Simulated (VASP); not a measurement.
A run of VASP 6.6.1 is set up as follows.

The input INCAR:

```
SYSTEM = Si3Bi2Te3
PREC = Normal ; ENCUT = 520
EDIFF = 1E-5 ; ISMEAR = 0
SIGMA = 0.15 ; LREAL = Auto
LASPH = .TRUE. ; NELM = 80
ALGO = Fast ; ISIF = 3
LWAVE = .FALSE. ; LCHARG = .FALSE.
GGA = PE ; IBRION = 2
NSW = 110 ; EDIFFG = -0.03
ISYM = 0
```

KPOINTS

```
Automatic mesh
0
G
  6 6 1
  0 0 0
```

The input POSCAR:

```
Si3Bi2Te3
1.0
    4.1360660300     -0.0277908300     -0.0670077000
   -2.0921005800      3.5647856100      0.0360405000
   -0.5212313500      0.0227843300     32.0980082600
Si Bi Te
6 4 6
Direct
    0.3471140000      0.6867609300      0.0117930200
    0.3272695100      0.6415424500      0.0839000200
    0.9961254200      0.9944929100      0.1017520900
    0.6756504000      0.3837355300      0.9838888900
    0.6591001700      0.3788540800      0.9136773100
    0.0015558600      0.0285921900      0.8932561200
    0.9720266200      0.9865964000      0.3927519500
    0.3214927400      0.6579137900      0.2508447900
    0.7056958100      0.3247841200      0.7437940900
    0.9779877500      0.9579862900      0.6118101400
    0.3398262100      0.6545906000      0.4533299900
    0.7000498700      0.3509472300      0.3219149400
    0.0328874800      0.0468467000      0.1865777600
    0.0113479100      0.0235312400      0.8176540200
    0.6660246900      0.2771809100      0.5464693500
    0.3055499000      0.6894953500      0.6745426000
```

Potentials or basis: VASP PAW PBE potentials, release 64 (Si, Bi_d, Te).

Launch:

```bash
$ cat potpaw_PBE.64/Si/POTCAR potpaw_PBE.64/Bi_d/POTCAR potpaw_PBE.64/Te/POTCAR > POTCAR
$ mpirun -np 8 vasp_std > vasp.out
```

Problem. What does it give for the relaxed cell?

Solution. a = 4.116 Å, b = 4.108 Å, c = 31.863 Å, α = 89.46°, β = 90.23°, γ = 120.04°.

Problem. What does it give for the relaxed volume?

Solution. 29.15 Å³/atom.

The path:
| step | energy change (eV) | largest force (eV/Å) | pressure (GPa) | volume (Å³) |
| --- | --- | --- | --- | --- |
| 1 | 0.0000 | 2.1857 | 0.23 | 471.27 |
| 2 | -0.7480 | 0.8430 | -0.90 | 474.00 |
| 3 | -0.7809 | 0.9297 | -1.07 | 474.71 |
| 4 | -0.9932 | 0.5560 | 0.73 | 461.36 |
| 5 | -0.9932 | 0.5641 | 0.81 | 461.11 |
| 6 | -1.0910 | 0.3616 | 0.19 | 467.01 |
| 7 | -1.0973 | 0.3820 | 0.01 | 468.82 |
| 8 | -1.1311 | 0.2061 | -0.37 | 470.41 |
| 9 | -1.1324 | 0.1893 | -0.45 | 470.80 |
| 10 | -1.1492 | 0.1820 | 0.18 | 465.20 |
| 11 | -1.1492 | 0.1816 | 0.19 | 465.21 |
| 12 | -1.1573 | 0.0993 | 0.13 | 465.96 |
| 13 | -1.1583 | 0.1083 | 0.11 | 466.27 |
| 14 | -1.1609 | 0.0711 | -0.15 | 468.14 |
| 15 | -1.1609 | 0.0800 | -0.15 | 468.03 |
| 16 | -1.1631 | 0.0620 | -0.08 | 467.41 |
| 17 | -1.1640 | 0.0856 | -0.03 | 466.84 |
| 18 | -1.1629 | 0.1428 | 0.10 | 465.71 |
| 19 | -1.1641 | 0.0996 | 0.03 | 466.58 |
| 20 | -1.1666 | 0.0828 | 0.04 | 466.46 |
| 21 | -1.1671 | 0.0800 | 0.06 | 466.38 |
| 22 | -1.1690 | 0.0570 | -0.09 | 467.32 |
| 23 | -1.1691 | 0.0611 | -0.11 | 467.46 |
| 24 | -1.1713 | 0.0617 | 0.00 | 466.30 |
| 25 | -1.1720 | 0.0592 | 0.05 | 465.52 |
| 26 | -1.1738 | 0.0366 | 0.09 | 465.52 |
| 27 | -1.1742 | 0.0636 | 0.10 | 465.53 |
| 28 | -1.1749 | 0.0532 | -0.06 | 466.75 |
| 29 | -1.1749 | 0.0502 | -0.07 | 466.57 |
| 30 | -1.1756 | 0.0281 | -0.04 | 466.33 |
